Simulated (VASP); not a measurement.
FeSi2 (space group P4/mmm): computed properties

These are PBEsol GGA, VASP's PBE PAW potentials (set 64) (plane waves; VASP) values and carry that method's errors.

```
Property                                                                                                  Result
----------------------------------  ----------------------------------------------------------------------------
space group                                                                                         P4/mmm (123)
cell                                a = 2.6769 Å, b = 2.6769 Å, c = 5.1083 Å, α = 90.00°, β = 90.00°, γ = 90.00°
volume per atom                                                                                    12.20 Å³/atom
band gap (over mesh and band path)                                      none (metal, semimetal or under 0.01 eV)
cell moment                                                                                              0.00 μB
band gap with spin-orbit coupling                                                                none (metallic)
density                                                                                               5.08 g/cm³
```

```yaml
crystal:
  lattice:
    - [2.67693, 0.00000, 0.00000]
    - [0.00000, 2.67693, 0.00000]
    - [0.00000, 0.00000, 5.10828]
  atoms:
    - { symbol: Fe, position: [0.50000, 0.50000, 0.00000], spin: 0.1 }
    - { symbol: Si, position: [0.00000, 0.00000, 0.27206] }
    - { symbol: Si, position: [0.00000, 0.00000, 0.72794] }
```

The structure comes from a measured FeSi2 entry (P4/mmm) of the Crystallography Open Database, whose conditions weren't checked. It was relaxed first. Symmetry was kept, so distortions that lower it aren't found.
